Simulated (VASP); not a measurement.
# Ta2SiO3 (Cmmm) in VASP: further runs

Runs on Ta2SiO3. Level: PBE. Tasks: relaxation of cell and atoms.

Everything below comes from runs of VASP 6.6.1. Logs are shortened: lines on timing, memory, paths and dates and some standing lists are left out, and cuts for length are marked.

## (1) The structure

It takes space group Cmmm (No. 65, orthorhombic). Conventional cell: a = 6.793 Å, b = 6.986 Å, c = 3.105 Å, α = 90.00°, β = 90.00°, γ = 90.00°. Around Ta (site symmetry 2/m) lie 2 O at 2.00 Å. Si (site symmetry mmm) has 2 O at 1.55 Å as nearest neighbours. O (site symmetry mmm) has 2 Si at 1.55 Å as nearest neighbours. O (site symmetry m2m) has 1 O at 1.38 Å as nearest neighbours.

The cell was built by a generator and needn't be a form met in nature.

## (2) Relaxation of cell and atoms, PBE

Input file INCAR:

```
  PREC = Normal
  ENCUT = 520
  EDIFF = 1E-4
  ISMEAR = 0
  SIGMA = 0.15
  LREAL = False
  LASPH = True
  NELM = 60
  ALGO = Fast
  ISIF = 3
  LWAVE = False
  LCHARG = False
  GGA = PE
  IBRION = 2
  NSW = 24
  EDIFFG = -0.08
  KPAR = 2
```

Input file KPOINTS:

```
Automatic mesh
0
Gamma
  3 3 5
```

Input file POSCAR:

```
Ta2SiO3
1.0
    3.3965111400     -3.4930626700      0.0000000000
    3.3965111400      3.4930626700      0.0000000000
    0.0000000000      0.0000000000      3.1053670400
Ta Si O
2 1 3
Direct
    0.0000000000      0.5000000000      0.0000000000
    0.5000000000      0.0000000000      0.0000000000
    0.5000000000      0.5000000000      0.0000000000
    0.5000000000      0.5000000000      0.5000000000
    0.0990354700      0.9009645300      0.0000000000
    0.9009645300      0.0990354700      0.0000000000
```

Potentials or basis: VASP PAW PBE potentials, release 64 (Ta_pv, Si, O).

Command:

```
cat potpaw_PBE.64/Ta_pv/POTCAR potpaw_PBE.64/Si/POTCAR potpaw_PBE.64/O/POTCAR > POTCAR
mpirun -np 2 vasp_std > vasp.out
```

OUTCAR:

```text
PREC = Normal
   ENCUT = 520
   EDIFF = 1E-4
   ISMEAR = 0
   LREAL = False
   LASPH = True
   NELM = 60
   ISIF = 3
   GGA = PE
   IBRION = 2
   NSW = 24
   EDIFFG = -0.08

 ion  position               nearest neighbor table
   1  0.000  0.500  0.000-   5 2.00   6 2.00   3 2.44   3 2.44   2 3.40   2 3.40   2 3.49   2 3.49

   2  0.500  0.000  0.000-   5 2.00   6 2.00   3 2.44   3 2.44   1 3.40   1 3.40   1 3.49   1 3.49

   3  0.500  0.500  0.000-   4 1.55   4 1.55   1 2.44   2 2.44   2 2.44   1 2.44
   4  0.500  0.500  0.500-   3 1.55   3 1.55
   5  0.099  0.901  0.000-   6 1.38   2 2.00   1 2.00
   6  0.901  0.099  0.000-   5 1.38   2 2.00   1 2.00

  LATTYP: Found a base centered orthorhombic cell.
 ALAT       =     6.7930222800
 B/A-ratio  =     1.0284266784
 C/A-ratio  =     0.4571407117

  Lattice vectors:

 A1 = (   3.3965111400,  -3.4930626700,   0.0000000000)
 A2 = (   3.3965111400,   3.4930626700,   0.0000000000)
 A3 = (   0.0000000000,   0.0000000000,   3.1053670400)

Analysis of symmetry for initial positions (statically):
=====================================================================
 Subroutine PRICEL returns:
 Original cell was already a primitive cell.

 Routine SETGRP: Setting up the symmetry group for a
 base centered orthorhombic supercell.

 Subroutine GETGRP returns: Found  8 space group operations
 (whereof  8 operations were pure point group operations)
 out of a pool of  8 trial point group operations.

The static configuration has the point symmetry D_2h.

Analysis of symmetry for dynamics (positions and initial velocities):
=====================================================================
 Subroutine PRICEL returns:
 Original cell was already a primitive cell.

 Routine SETGRP: Setting up the symmetry group for a
 base centered orthorhombic supercell.

 Subroutine GETGRP returns: Found  8 space group operations
 (whereof  8 operations were pure point group operations)
 out of a pool of  8 trial point group operations.

The dynamic configuration has the point symmetry D_2h.

 Subroutine INISYM returns: Found  8 space group operations
 (whereof  8 operations are pure point group operations),
 and found     1 'primitive' translations

----------------------------------------------------------------------------------------

                                     Primitive cell

  volume of cell :      73.6856

  direct lattice vectors                    reciprocal lattice vectors
     3.396511140 -3.493062670  0.000000000     0.147209881 -0.143140862  0.000000000
     3.396511140  3.493062670  0.000000000     0.147209881  0.143140862  0.000000000
     0.000000000  0.000000000  3.105367040     0.000000000  0.000000000  0.322023125

  length of vectors
     4.872142726  4.872142726  3.105367040     0.205329139  0.205329139  0.322023125

  position of ions in fractional coordinates (direct lattice)
     1.000000000  0.500000000  0.000000000
     0.500000000  1.000000000  0.000000000
     0.500000000  0.500000000  0.000000000
     0.500000000  0.500000000  0.500000000
     0.099035470  0.900964530  0.000000000
     0.900964530  0.099035470  0.000000000

  ion indices of the primitive-cell ions
   primitive index   ion index
                 1           1
                 2           2
                 3           3
                 4           4
                 5           5
                 6           6

----------------------------------------------------------------------------------------

 KPOINTS: Automatic mesh

Automatic generation of k-mesh.
 Grid dimensions read from file:
 generate k-points for:    3    3    5

 Generating k-lattice:

  Cartesian coordinates                     Fractional coordinates (reciprocal lattice)
     0.049069960 -0.047713621  0.000000000     0.333333333 -0.000000000  0.000000000
     0.049069960  0.047713621  0.000000000    -0.000000000  0.333333333  0.000000000
     0.000000000  0.000000000  0.064404625     0.000000000  0.000000000  0.200000000

  Length of vectors
     0.068443046  0.068443046  0.064404625

  Shift w.r.t. Gamma in fractional coordinates (k-lattice)
     0.000000000  0.000000000  0.000000000

 Subroutine IBZKPT returns following result:
 ===========================================

 Found     12 irreducible k-points:

 Following reciprocal coordinates:
            Coordinates               Weight
  0.000000  0.000000  0.000000      1.000000
  0.333333  0.000000  0.000000      4.000000
  0.333333  0.333333  0.000000      2.000000
 -0.333333  0.333333  0.000000      2.000000
  0.000000  0.000000  0.200000      2.000000
  0.333333  0.000000  0.200000      8.000000
  0.333333  0.333333  0.200000      4.000000
 -0.333333  0.333333  0.200000      4.000000
  0.000000  0.000000  0.400000      2.000000
  0.333333  0.000000  0.400000      8.000000
  0.333333  0.333333  0.400000      4.000000
 -0.333333  0.333333  0.400000      4.000000
   k-points           NKPTS =     12   k-points in BZ     NKDIM =     12   number of bands    NBANDS=     26
   number of dos      NEDOS =    301   number of ions     NIONS =      6
   total plane-waves  NPLWV =  14112
   dimension x,y,z NGX =    28 NGY =   28 NGZ =   18
   dimension x,y,z NGXF=    56 NGYF=   56 NGZF=   36
   ions per type =               2   1   3
   NGX,Y,Z   is equivalent  to a cutoff of   9.55,  9.55,  9.64 a.u.
   NGXF,Y,Z  is equivalent  to a cutoff of  19.11, 19.11, 19.27 a.u.
 SYSTEM =  unknown system
   PREC   = normal    normal or accurate (medium, high low for compatibility)
   ISTART =      0    job   : 0-new  1-cont  2-samecut
   ICHARG =      2    charge: 1-file 2-atom 10-const
   ISPIN  =      1    spin polarized calculation?
   LNONCOLLINEAR =      F non collinear calculations
   LSORBIT =      F    spin-orbit coupling
   LASPH  =      T    aspherical Exc in radial PAW
   ENCUT  =  520.0 eV  38.22 Ry    6.18 a.u.   9.06  9.06  5.77*2*pi/ulx,y,z
   NELM   =     60;   NELMIN=  2; NELMDL= -5     # of ELM steps
   EDIFF  = 0.1E-03   stopping-criterion for ELM
   LREAL  =      F    real-space projection
   EDIFFG = -.8E-01   stopping-criterion for IOM
   NSW    =     24    number of steps for IOM
   IBRION =      2    ionic relax: 0-MD 1-quasi-New 2-CG
   NFREE  =      1    steps in history (QN), initial steepest desc. (CG)
   ISIF   =      3    stress and relaxation
   ISYM   =      2    0-nonsym 1-usesym 2-fastsym
   POTIM  = 0.5000    time-step for ionic-motion
   TEBEG  =    0.0;   TEEND  =   0.0 temperature during run
   PSTRESS=    0.0 pullay stress
   NELECT =      44.0000    total number of electrons
   NUPDOWN=      -1.0000    fix difference up-down
   EMIN   =  10.00;   EMAX   =-10.00  energy-range for DOS
   EFERMI =   0.00;   METHOD = LEGACY
   ISMEAR =     0;   SIGMA  =   0.15  broadening in eV -4-tet -1-fermi 0-gaus
   EFERMI_NEDOS =   21; number of points for ismear=-14 and -15
   IALGO  =     68    algorithm
   IMIX   =      4    mixing-type and parameters
     AMIX     =   0.40;   BMIX     =  1.00
     AMIX_MAG =   1.60;   BMIX_MAG =  1.00
  volume/ion in A,a.u.               =      12.28        82.88
  Fermi-wavevector in a.u.,A,eV,Ry     =   1.378579  2.605136 25.857595  1.900480
  Thomas-Fermi vector in A             =   2.503627
   LORBIT       =      0    0 simple, 1 ext, 2 COOP (PROOUT), +10 PAW based schemes
   GGA     = PE    functional components
   LHFCALC =     F    Hartree Fock is set to
   AEXX    =    0.0000 exact exchange contribution
   IVDW    =     0    specifies the selected vdW correction
   LEPSILON=     F    determine dielectric tensor
   LRPA    =     F    only Hartree local field effects (RPA)
 conjugate gradient relaxation of ions
 non-spin polarized calculation
 RMM-DIIS sequential band-by-band and
 Gauss-broadening in eV      SIGMA  =   0.15
  energy-cutoff  :      520.00
  volume of cell :       73.69
 maximum number of plane-waves:      2001
   NGX = 19   NGY = 19   NGZ = 11

--------------------------------------- Ionic step        1  -------------------------------------------

 number of electron      44.0000009 magnetization

 Free energy of the ion-electron system (eV)
  ---------------------------------------------------
  ext. energy  EPLUGINS =         0.00000000
  ---------------------------------------------------
  free energy    TOTEN  =       -42.93223075 eV

  energy without entropy =      -42.90677275  energy(sigma->0) =      -42.91950175

 E-fermi :   6.9321     XC(G=0): -11.7035

 val. band max:        6.9170308581   @ k =  -0.3333   0.3333   0.4000
 cond. band min:       7.0473482465   @ k =   0.3333   0.0000   0.0000
 fundamental gap:      0.1303173884
 Fermi energy:         6.9320629302

 k-point     1 :       0.0000    0.0000    0.0000
  band No.  band energies     occupation
      1     -28.5633      2.00000
      2     -28.2777      2.00000
      3     -28.0726      2.00000
      4     -27.9863      2.00000
      5     -27.9566      2.00000
      6     -27.9330      2.00000
[... 450 lines left out ...]
  FREE ENERGIE OF THE ION-ELECTRON SYSTEM (eV)
  ---------------------------------------------------
  free  energy   TOTEN  =       -46.5164646953 eV

  energy  without entropy=      -46.4810088352  energy(sigma->0) =      -46.49873677

 E-fermi :   3.3392     XC(G=0):  -9.8091

 val. band max:        3.2396308151   @ k =   0.3333   0.0000   0.4000
 cond. band min:       3.3406801530   @ k =  -0.3333   0.3333   0.4000
 fundamental gap:      0.1010493380
 Fermi energy:         3.3392224236

 k-point     1 :       0.0000    0.0000    0.0000
  band No.  band energies     occupation
      1     -32.8870      2.00000
      2     -32.6258      2.00000
      3     -32.4069      2.00000
      4     -32.3791      2.00000
      5     -32.3523      2.00000
      6     -32.3392      2.00000
[... 337 lines left out ...]
     25       4.5928      0.00000
     26       4.8203      0.00000

[... ionic steps 4 to 16 ...]

--------------------------------------- Ionic step       17  -------------------------------------------

 number of electron      43.9999856 magnetization

------------------------ aborting loop because EDIFF is reached ----------------------------------------

  FORCE on cell =-STRESS in cart. coord.  units (eV):
  Direction    XX          YY          ZZ          XY          YZ          ZX
  --------------------------------------------------------------------------------------
  -------------------------------------------------------------------------------------
  Total        0.8813962      0.0699110      0.0089659      0.0000000      0.0000000      0.0000000
  in kB       14.3188735      1.1357508      0.1456565      0.0000000      0.0000000      0.0000000
  external PRESSURE =       5.2000936 kB  Pullay stress =       0.0000000 kB
[... 65 lines left out ...]
  energy  without entropy=      -49.0710291374  energy(sigma->0) =      -49.09244794

--------------------------------------- Ionic step       19  -------------------------------------------

 number of electron      43.9999871 magnetization

 Free energy of the ion-electron system (eV)
  ---------------------------------------------------
  ext. energy  EPLUGINS =         0.00000000
  ---------------------------------------------------
  free energy    TOTEN  =       -49.11783574 eV

  energy without entropy =      -49.07646792  energy(sigma->0) =      -49.09715183

 E-fermi :   3.9082     XC(G=0): -10.1628

 val. band max:        3.9059688846   @ k =  -0.3333   0.3333   0.4000
 cond. band min:       3.9154771376   @ k =   0.0000   0.0000   0.0000
 fundamental gap:      0.0095082530
 Fermi energy:         3.9082021934

 k-point     1 :       0.0000    0.0000    0.0000
  band No.  band energies     occupation
      1     -32.1347      2.00000
      2     -31.7605      2.00000
      3     -31.5620      2.00000
      4     -31.5001      2.00000
      5     -31.4496      2.00000
      6     -31.4287      2.00000
[... 370 lines left out ...]
  FREE ENERGIE OF THE ION-ELECTRON SYSTEM (eV)
  ---------------------------------------------------
  free  energy   TOTEN  =       -49.1178357387 eV

  energy  without entropy=      -49.0764679207  energy(sigma->0) =      -49.09715183

 reached required accuracy - stopping structural energy minimisation
```

It took 84 s on 2 MPI ranks of Intel Xeon Platinum 8488C (Sapphire Rapids), shared host; peak memory 0.14 GiB.

What came out:

- Free energy: -49.1178 eV
- Relaxed volume: 16.30 Å³/atom
- Relaxed cell: a = 5.527 Å, b = 5.527 Å, c = 3.344 Å, α = 90.00°, β = 90.00°, γ = 106.78°
- Space group after relaxing (to 0.05 Å): Cmmm (No. 65)
- Energy gained by relaxing: 1030.9 meV/atom
- Ionic steps: 19
- Pressure after relaxing: 0.3 GPa
- Band gap on the k mesh: none (metal or under the smearing width)

Stress tensor (GPa, compression positive):
```
0.21 0.00 0.00
0.00 0.15 0.00
0.00 0.00 0.55
```

The path:
```
step  energy change (eV)  largest force (eV/Å)  pressure (GPa)  volume (Å³)
   1              0.0000                4.1979           45.40        73.69
   2             -2.4297                4.3901          -25.18       117.28
   3             -3.5842                5.3863          -10.41        98.97
   4             -5.1133                2.9652            0.86       108.36
   5             -5.7308                0.2022           -6.13       105.53
   6             -5.7329                0.0079           -6.57       105.30
   7             -6.0269                1.1178            7.02        95.70
   8             -6.0466                0.8882            4.12        97.48
   9             -6.0623                0.6614           -1.41        98.04
  10             -6.1314                0.0520            0.83        97.81
  11             -6.1661                0.1344           -0.35        98.76
  12             -6.1722                0.1661           -0.66        99.18
  13             -6.1665                0.2282           -1.66        99.99
  14             -6.1730                0.1849           -0.77        99.36
  15             -6.1730                0.1853           -0.95        99.44
  16             -6.1773                0.3745            0.67        98.46
  17             -6.1775                0.3579            0.52        98.62
  18             -6.1816                0.2474            0.35        98.39
  19             -6.1856                0.0019            0.31        97.81
```

Final structure:
```
Ta Si O
1.0
     3.29609   -4.43692    0.00000
     3.29609    4.43692    0.00000
     0.00000    0.00000    3.34419
Ta Si O
2 1 3
Direct
  0.00000 0.50000 0.00000
  0.50000 0.00000 0.00000
  0.50000 0.50000 0.00000
  0.50000 0.50000 0.50000
  0.13936 0.86064 0.00000
  0.86064 0.13936 0.00000
```

Caveat: the k mesh is coarse (spacing up to 0.43 Å⁻¹), so the values aren't converged; the volume moved by over 15 % at a fixed basis, so the end points are rough; the relaxation stopped at a loose force limit of 0.08 eV/Å, so its end isn't a converged minimum. Spin-orbit coupling is left out, which matters for the levels of Ta.

## (3) Relaxation of cell and atoms, PBE

This run uses another cell than the first one: it holds 12 atoms, not 6.

INCAR, as its differences from that of step 2:

```diff
@@ -5,3 +5,3 @@
   SIGMA = 0.15
-  LREAL = False
+  LREAL = Auto
   LASPH = True
```

Input file KPOINTS:

```
Automatic mesh
0
Gamma
  3 3 3
```

Input file POSCAR:

```
Ta2SiO3
1.0
    5.2400000000      0.0000000000      0.0000000000
    0.0000000000      5.2400000000      0.0000000000
    0.0000000000      0.0000000000      5.2400000000
Ta Si O
4 2 6
Direct
    0.7500000000      0.2500000000      0.7500000000
    0.2500000000      0.7500000000      0.7500000000
    0.2500000000      0.2500000000      0.2500000000
    0.7500000000      0.7500000000      0.2500000000
    0.0000000000      0.0000000000      0.0000000000
    0.5000000000      0.5000000000      0.5000000000
    0.0000000000      0.5000000000      0.0000000000
    0.0000000000      0.5000000000      0.5000000000
    0.5000000000      0.0000000000      0.5000000000
    0.5000000000      0.0000000000      0.0000000000
    0.5000000000      0.5000000000      0.0000000000
    0.0000000000      0.0000000000      0.5000000000
```

Potentials or basis: VASP PAW PBE potentials, release 64 (Ta_pv, Si, O).

Command:

```
cat potpaw_PBE.64/Ta_pv/POTCAR potpaw_PBE.64/Si/POTCAR potpaw_PBE.64/O/POTCAR > POTCAR
mpirun -np 2 vasp_std > vasp.out
```

It took 23 s on 2 MPI ranks of Intel Xeon Platinum 8488C (Sapphire Rapids), shared host; peak memory 0.17 GiB.

The run converged. Its results:

```
Free energy                            : -98.3277 eV
Relaxed volume                         : 12.95 Å³/atom
Relaxed cell                           : a = 5.377 Å, b = 5.377 Å, c = 5.377 Å, α = 90.00°, β = 90.00°, γ = 90.00°
Space group after relaxing (to 0.05 Å) : Pn-3m (No. 224)
Energy gained by relaxing              : 45.5 meV/atom
Ionic steps                            : 3
Pressure after relaxing                : -0.1 GPa
Band gap on the k mesh                 : none (metal or under the smearing width)
```

Step by step:
```
step  energy change (eV)  largest force (eV/Å)  pressure (GPa)  volume (Å³)
   1              0.0000                0.0000           16.54       143.88
   2              0.2723                0.0000          -15.06       171.21
   3             -0.5457                0.0000           -0.09       155.44
```

Final structure:
```
CELL_PARAMETERS angstrom
5.37672 0.00000 0.00000
0.00000 5.37672 0.00000
0.00000 0.00000 5.37672
ATOMIC_POSITIONS crystal
Ta 0.75000 0.25000 0.75000
Ta 0.25000 0.75000 0.75000
Ta 0.25000 0.25000 0.25000
Ta 0.75000 0.75000 0.25000
Si 0.00000 0.00000 0.00000
Si 0.50000 0.50000 0.50000
O 0.00000 0.50000 0.00000
O 0.00000 0.50000 0.50000
O 0.50000 0.00000 0.50000
O 0.50000 0.00000 0.00000
O 0.50000 0.50000 0.00000
O 0.00000 0.00000 0.50000
```

Levels at points of the mesh, in eV from the Fermi level:
```csv
k point,band 41,band 42,band 43,band 44,band 45,band 46,band 47,band 48
"(0.00, 0.00, 0.00)",-2.12,-0.27,-0.27,-0.27,-0.26,-0.26,1.11,1.11
```

Caveat: the k mesh is coarse (spacing up to 0.40 Å⁻¹), so the values aren't converged; the relaxation stopped at a loose force limit of 0.08 eV/Å, so its end isn't a converged minimum. The run has no spin-orbit coupling, so splittings on Ta are missing.
